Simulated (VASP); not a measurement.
Given:

```
CaSi2
1.0
    1.90663     1.10079     5.22544
   -1.90663     1.10079     5.22544
    0.00000    -2.20158     5.22544
Ca Si
1 2
Direct
  0.00000   0.00000   0.00000
  0.80257   0.80257   0.80257
  0.19743   0.19743   0.19743
```

All values below come from PBEsol GGA, VASP's PBE PAW potentials (set 64) (plane waves; VASP). Settings: 400 eV cut-off, 11×11×11 Γ-centred mesh, tetrahedra with Blöchl corrections, potentials Ca_sv Si.

The cores are frozen, which limits the accuracy of field gradients.

Question: Give the principal components of the electric field gradient (V/Å²) and the asymmetry η at each nucleus.

Answer: 
```tsv
atom	Vxx	Vyy	Vzz	η
Ca1	6.2	6.2	-12.5	0.00
Si2	12.2	12.2	-24.5	0.00
Si3	12.2	12.2	-24.5	0.00
```

The structure comes from a computed database's CaSi2 entry (R-3m); how it stands against other phases isn't given here. It was relaxed first.
